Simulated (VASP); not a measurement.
Data:

```yaml
crystal:
  lattice:
    - [0.00000, 3.97416, 3.97416]
    - [3.97416, 0.00000, 3.97416]
    - [3.97416, 3.97416, 0.00000]
  atoms:
    - { symbol: S, position: [0.62500, 0.62500, 0.62500] }
    - { symbol: S, position: [0.12500, 0.62500, 0.62500] }
    - { symbol: S, position: [0.62500, 0.62500, 0.12500] }
    - { symbol: S, position: [0.62500, 0.12500, 0.62500] }
    - { symbol: Pr, position: [0.00000, 0.00000, 0.00000] }
    - { symbol: Pr, position: [0.25000, 0.25000, 0.25000] }
```

Calculation: r2SCAN meta-GGA, VASP's PBE PAW potentials (set 64) (plane waves; VASP). Numerical set-up: 400 eV cut-off, 6×6×6 Γ-centred mesh, first-order Methfessel-Paxton smearing of 0.10 eV, potentials S Pr_3.

The 4f electrons are frozen in the core of the lanthanide potential, so 4f levels, which can set the real gap, and their magnetism are missing.

Estimate the energy per atom (σ→0), band gap (on the k-mesh) with the smallest direct gap where there is one.

```yaml
band gap (on the k-mesh): none (metal, semimetal or under 0.01 eV)
energy per atom (σ→0): -15.468 eV/atom
```

The absolute energy has meaning only against runs of the same code, potentials and settings.

The structure comes from a measured PrS2 entry (Fd-3m) of the Crystallography Open Database, whose conditions weren't checked. It was relaxed first. The start is the result of an earlier pass.
